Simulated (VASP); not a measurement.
# LiGeN (Cmmm) in VASP: relaxation of cell and atoms with PBE

Aim: the relaxation of cell and atoms of LiGeN with PBE.

Program: VASP 6.6.1. These are calculated values, not measurements. Logs are shortened: lines on timing, memory, paths and dates and some standing lists are left out, and cuts for length are marked.

### Step 1. Starting point

Symmetry: Cmmm, No. 65, orthorhombic system. The conventional cell has a = 3.605 Å, b = 4.852 Å, c = 5.448 Å, α = 90.00°, β = 90.00°, γ = 90.00°. Li (site symmetry mmm) is surrounded by 2 N at 1.80 Å. Around Ge (site symmetry mmm) lie 2 Li at 2.72 Å and 4 Ge at 3.02 Å. Around N (site symmetry mmm) lie 2 Li at 1.80 Å.

The cell was built by a generator and needn't be a form met in nature.

### Step 2. Relaxation of cell and atoms, PBE

INCAR

```
SYSTEM = LiGeN
PREC = Normal
ENCUT = 520
EDIFF = 1E-4
ISMEAR = 0
SIGMA = 0.15
LREAL = .FALSE.
LASPH = .TRUE.
NELM = 60
ALGO = Fast
ISIF = 3
LWAVE = .FALSE.
LCHARG = .FALSE.
GGA = PE
IBRION = 2
NSW = 24
EDIFFG = -0.08
```

KPOINTS

```
regular mesh
0
G
  5 5 3
  0 0 0
```

POSCAR

```
LiGeN
1.0
    1.8023641700     -2.4258581000      0.0000000000
    1.8023641700      2.4258581000      0.0000000000
    0.0000000000      0.0000000000      5.4477236400
Li Ge N
1 1 1
Direct
    0.0000000000      0.0000000000      0.5000000000
    0.0000000000      0.0000000000      0.0000000000
    0.5000000000      0.5000000000      0.5000000000
```

Potentials or basis: VASP PAW PBE potentials, release 64 (Li_sv, Ge_d, N).

Launch:

```bash
$ cat potpaw_PBE.64/Li_sv/POTCAR potpaw_PBE.64/Ge_d/POTCAR potpaw_PBE.64/N/POTCAR > POTCAR
$ mpirun -np 1 vasp_std > vasp.out
```

OUTCAR:

```text
SYSTEM = LiGeN
   PREC = Normal
   ENCUT = 520
   EDIFF = 1E-4
   ISMEAR = 0
   LREAL = .FALSE.
   LASPH = .TRUE.
   NELM = 60
   ISIF = 3
   GGA = PE
   IBRION = 2
   NSW = 24
   EDIFFG = -0.08

 ion  position               nearest neighbor table
   1  0.000  0.000  0.500-   3 1.80   3 1.80   2 2.72   2 2.72
   2  0.000  0.000  0.000-   1 2.72   1 2.72
   3  0.500  0.500  0.500-   1 1.80   1 1.80

  LATTYP: Found a base centered orthorhombic cell.
 ALAT       =     3.6047283400
 B/A-ratio  =     1.3459311611
 C/A-ratio  =     1.5112716205

  Lattice vectors:

 A1 = (   1.8023641700,  -2.4258581000,   0.0000000000)
 A2 = (   1.8023641700,   2.4258581000,   0.0000000000)
 A3 = (   0.0000000000,   0.0000000000,   5.4477236400)

Analysis of symmetry for initial positions (statically):
=====================================================================
 Subroutine PRICEL returns:
 Original cell was already a primitive cell.

 Routine SETGRP: Setting up the symmetry group for a
 base centered orthorhombic supercell.

 Subroutine GETGRP returns: Found  8 space group operations
 (whereof  8 operations were pure point group operations)
 out of a pool of  8 trial point group operations.

The static configuration has the point symmetry D_2h.

Analysis of symmetry for dynamics (positions and initial velocities):
=====================================================================
 Subroutine PRICEL returns:
 Original cell was already a primitive cell.

 Routine SETGRP: Setting up the symmetry group for a
 base centered orthorhombic supercell.

 Subroutine GETGRP returns: Found  8 space group operations
 (whereof  8 operations were pure point group operations)
 out of a pool of  8 trial point group operations.

The dynamic configuration has the point symmetry D_2h.

 Subroutine INISYM returns: Found  8 space group operations
 (whereof  8 operations are pure point group operations),
 and found     1 'primitive' translations

----------------------------------------------------------------------------------------

                                     Primitive cell

  volume of cell :      47.6379

  direct lattice vectors                    reciprocal lattice vectors
     1.802364170 -2.425858100  0.000000000     0.277413415 -0.206112633  0.000000000
     1.802364170  2.425858100  0.000000000     0.277413415  0.206112633  0.000000000
     0.000000000  0.000000000  5.447723640     0.000000000  0.000000000  0.183562909

  length of vectors
     3.022135689  3.022135689  5.447723640     0.345601824  0.345601824  0.183562909

  position of ions in fractional coordinates (direct lattice)
     0.000000000  0.000000000  0.500000000
     0.000000000  0.000000000  0.000000000
     0.500000000  0.500000000  0.500000000

  ion indices of the primitive-cell ions
   primitive index   ion index
                 1           1
                 2           2
                 3           3

----------------------------------------------------------------------------------------

 KPOINTS: regular mesh

Automatic generation of k-mesh.
 Grid dimensions read from file:
 generate k-points for:    5    5    3

 Generating k-lattice:

  Cartesian coordinates                     Fractional coordinates (reciprocal lattice)
     0.055482683 -0.041222527  0.000000000     0.200000000  0.000000000  0.000000000
     0.055482683  0.041222527  0.000000000     0.000000000  0.200000000  0.000000000
     0.000000000  0.000000000  0.061187636     0.000000000  0.000000000  0.333333333

  Length of vectors
     0.069120365  0.069120365  0.061187636

  Shift w.r.t. Gamma in fractional coordinates (k-lattice)
     0.000000000  0.000000000  0.000000000

 Subroutine IBZKPT returns following result:
 ===========================================

 Found     18 irreducible k-points:

 Following reciprocal coordinates:
            Coordinates               Weight
  0.000000  0.000000  0.000000      1.000000
  0.200000  0.000000  0.000000      4.000000
  0.400000  0.000000  0.000000      4.000000
  0.200000  0.200000  0.000000      2.000000
  0.400000  0.200000  0.000000      4.000000
 -0.400000  0.200000  0.000000      4.000000
[... 10 lines left out ...]
  0.400000  0.400000  0.333333      4.000000
 -0.400000  0.400000  0.333333      4.000000
   k-points           NKPTS =     18   k-points in BZ     NKDIM =     18   number of bands    NBANDS=     15
   number of dos      NEDOS =    301   number of ions     NIONS =      3
   total plane-waves  NPLWV =   9720
   dimension x,y,z NGX =    18 NGY =   18 NGZ =   30
   dimension x,y,z NGXF=    36 NGYF=   36 NGZF=   60
   ions per type =               1   1   1
   NGX,Y,Z   is equivalent  to a cutoff of   9.90,  9.90,  9.15 a.u.
   NGXF,Y,Z  is equivalent  to a cutoff of  19.80, 19.80, 18.31 a.u.
 SYSTEM =  LiGeN
   PREC   = normal    normal or accurate (medium, high low for compatibility)
   ISTART =      0    job   : 0-new  1-cont  2-samecut
   ICHARG =      2    charge: 1-file 2-atom 10-const
   ISPIN  =      1    spin polarized calculation?
   LNONCOLLINEAR =      F non collinear calculations
   LSORBIT =      F    spin-orbit coupling
   LASPH  =      T    aspherical Exc in radial PAW
   ENCUT  =  520.0 eV  38.22 Ry    6.18 a.u.   5.62  5.62 10.13*2*pi/ulx,y,z
   NELM   =     60;   NELMIN=  2; NELMDL= -5     # of ELM steps
   EDIFF  = 0.1E-03   stopping-criterion for ELM
   LREAL  =      F    real-space projection
   EDIFFG = -.8E-01   stopping-criterion for IOM
   NSW    =     24    number of steps for IOM
   IBRION =      2    ionic relax: 0-MD 1-quasi-New 2-CG
   NFREE  =      1    steps in history (QN), initial steepest desc. (CG)
   ISIF   =      3    stress and relaxation
   ISYM   =      2    0-nonsym 1-usesym 2-fastsym
   POTIM  = 0.5000    time-step for ionic-motion
   TEBEG  =    0.0;   TEEND  =   0.0 temperature during run
   PSTRESS=    0.0 pullay stress
   NELECT =      22.0000    total number of electrons
   NUPDOWN=      -1.0000    fix difference up-down
   EMIN   =  10.00;   EMAX   =-10.00  energy-range for DOS
   EFERMI =   0.00;   METHOD = LEGACY
   ISMEAR =     0;   SIGMA  =   0.15  broadening in eV -4-tet -1-fermi 0-gaus
   EFERMI_NEDOS =   21; number of points for ismear=-14 and -15
   IALGO  =     68    algorithm
   IMIX   =      4    mixing-type and parameters
     AMIX     =   0.40;   BMIX     =  1.00
     AMIX_MAG =   1.60;   BMIX_MAG =  1.00
  volume/ion in A,a.u.               =      15.88       107.16
  Fermi-wavevector in a.u.,A,eV,Ry     =   1.265410  2.391279 21.786511  1.601263
  Thomas-Fermi vector in A             =   2.398665
   LORBIT       =      0    0 simple, 1 ext, 2 COOP (PROOUT), +10 PAW based schemes
   GGA     = PE    functional components
   LHFCALC =     F    Hartree Fock is set to
   AEXX    =    0.0000 exact exchange contribution
   IVDW    =     0    specifies the selected vdW correction
   LEPSILON=     F    determine dielectric tensor
   LRPA    =     F    only Hartree local field effects (RPA)
 conjugate gradient relaxation of ions
 non-spin polarized calculation
 RMM-DIIS sequential band-by-band and
 Gauss-broadening in eV      SIGMA  =   0.15
  energy-cutoff  :      520.00
  volume of cell :       47.64
 maximum number of plane-waves:      1301
   NGX = 11   NGY = 11   NGZ = 21

--------------------------------------- Ionic step        1  -------------------------------------------

 number of electron      21.9999952 magnetization

 Free energy of the ion-electron system (eV)
  ---------------------------------------------------
  ext. energy  EPLUGINS =         0.00000000
  ---------------------------------------------------
  free energy    TOTEN  =       -11.57427970 eV

  energy without entropy =      -11.54683305  energy(sigma->0) =      -11.56055638

 E-fermi :   2.2183     XC(G=0):  -9.5308

 val. band max:        2.2072799515   @ k =   0.4000   0.0000   0.3333
 cond. band min:       2.2349410502   @ k =  -0.4000   0.2000   0.0000
 fundamental gap:      0.0276610987
 Fermi energy:         2.2183100744

 k-point     1 :       0.0000    0.0000    0.0000
  band No.  band energies     occupation
      1     -40.8832      2.00000
      2     -22.7353      2.00000
      3     -22.6927      2.00000
      4     -22.6911      2.00000
      5     -22.6480      2.00000
      6     -22.6206      2.00000
      7     -10.1775      2.00000
      8      -7.2330      2.00000
      9      -1.2600      2.00000
     10       1.7645      1.99998
     11       3.3810      0.00000
     12       4.5689      0.00000
     13       8.1127      0.00000
     14       9.1758      0.00000
     15      10.3890      0.00000
[... 338 lines left out ...]
  energy  without entropy=      -11.5468330510  energy(sigma->0) =      -11.56055638

--------------------------------------- Ionic step        2  -------------------------------------------

 number of electron      22.0000022 magnetization

 E-fermi :   2.8102     XC(G=0):  -9.8991

 val. band max:        2.7964386583   @ k =   0.4000   0.0000   0.3333
 cond. band min:       2.9307184058   @ k =   0.4000   0.4000   0.0000
 fundamental gap:      0.1342797475
 Fermi energy:         2.8102043107

 k-point     1 :       0.0000    0.0000    0.0000
  band No.  band energies     occupation
      1     -40.3830      2.00000
      2     -22.0788      2.00000
      3     -22.0382      2.00000
      4     -22.0230      2.00000
      5     -21.9729      2.00000
      6     -21.9351      2.00000
      7      -9.8960      2.00000
      8      -6.7596      2.00000
      9      -1.0127      2.00000
     10       2.4610      1.99901
     11       3.8983      0.00000
     12       5.4007      0.00000
     13       9.1273      0.00000
     14      10.0722      0.00000
     15      11.7143      0.00000
[... 371 lines left out ...]
  FREE ENERGIE OF THE ION-ELECTRON SYSTEM (eV)
  ---------------------------------------------------
  free  energy   TOTEN  =       -11.9285186569 eV

  energy  without entropy=      -11.9048529364  energy(sigma->0) =      -11.91668580

[... ionic steps 4 to 7 ...]

--------------------------------------- Ionic step        8  -------------------------------------------

 number of electron      22.0000063 magnetization

------------------------ aborting loop because EDIFF is reached ----------------------------------------

  FORCE on cell =-STRESS in cart. coord.  units (eV):
  Direction    XX          YY          ZZ          XY          YZ          ZX
  --------------------------------------------------------------------------------------
  -------------------------------------------------------------------------------------
  Total        0.8758860      2.7860051     -0.7836520      0.0000000      0.0000000      0.0000000
  in kB       37.3906293    118.9315480    -33.4532576      0.0000000      0.0000000      0.0000000
  external PRESSURE =      40.9563065 kB  Pullay stress =       0.0000000 kB
[... 59 lines left out ...]
  energy  without entropy=      -12.0527228623  energy(sigma->0) =      -12.05630739

--------------------------------------- Ionic step       10  -------------------------------------------

 number of electron      22.0000023 magnetization

 Free energy of the ion-electron system (eV)
  ---------------------------------------------------
  ext. energy  EPLUGINS =         0.00000000
  ---------------------------------------------------
  free energy    TOTEN  =       -12.06435243 eV

  energy without entropy =      -12.05536764  energy(sigma->0) =      -12.05986003

 E-fermi :   3.7816     XC(G=0): -10.4651

 val. band max:        3.7722906063   @ k =  -0.4000   0.4000   0.0000
 cond. band min:       3.7974340251   @ k =   0.4000   0.4000   0.0000
 fundamental gap:      0.0251434188
 Fermi energy:         3.7815890471

 k-point     1 :       0.0000    0.0000    0.0000
  band No.  band energies     occupation
      1     -39.5840      2.00000
      2     -21.0500      2.00000
      3     -21.0207      2.00000
      4     -20.9266      2.00000
      5     -20.9253      2.00000
      6     -20.8187      2.00000
      7      -9.5144      2.00000
      8      -6.2670      2.00000
      9      -0.6813      2.00000
     10       4.2064      0.00006
     11       4.2265      0.00003
     12       6.4889      0.00000
     13      11.4483      0.00000
     14      11.4598      0.00000
     15      12.8024      0.00000
[... 334 lines left out ...]
  FREE ENERGIE OF THE ION-ELECTRON SYSTEM (eV)
  ---------------------------------------------------
  free  energy   TOTEN  =       -12.0643524273 eV

  energy  without entropy=      -12.0553676420  energy(sigma->0) =      -12.05986003

 reached required accuracy - stopping structural energy minimisation
```

Wall time 47 s (1 thread of Intel Xeon Platinum 8488C (Sapphire Rapids), shared host); peak memory 0.14 GiB.

The run converged, but some of its settings lie outside the range that counts as converged, so its numbers aren't taken as properties of the crystal.

What came out:

```yaml
Free_energy: -12.0644 eV
Relaxed_volume: 12.98 Å³/atom
Relaxed_cell: a = 2.761 Å, b = 2.761 Å, c = 5.108 Å, α = 90.00°, β = 90.00°, γ = 89.87°
Space_group_after_relaxing_to_0.05_Å: P4/mmm (No. 123)
Energy_gained_by_relaxing: 163.4 meV/atom
Ionic_steps: 10
Band_gap_on_the_k_mesh: none (metal or under the smearing width)
```

Caveat: the k mesh is coarse (spacing up to 0.43 Å⁻¹), so the values aren't converged; the cutoff is under 1.25 times the usual one of these potentials, so pressure, stress and relaxed cells hold a basis-set (Pulay) error; the volume moved by over 15 % at a fixed basis, so the end points are rough.
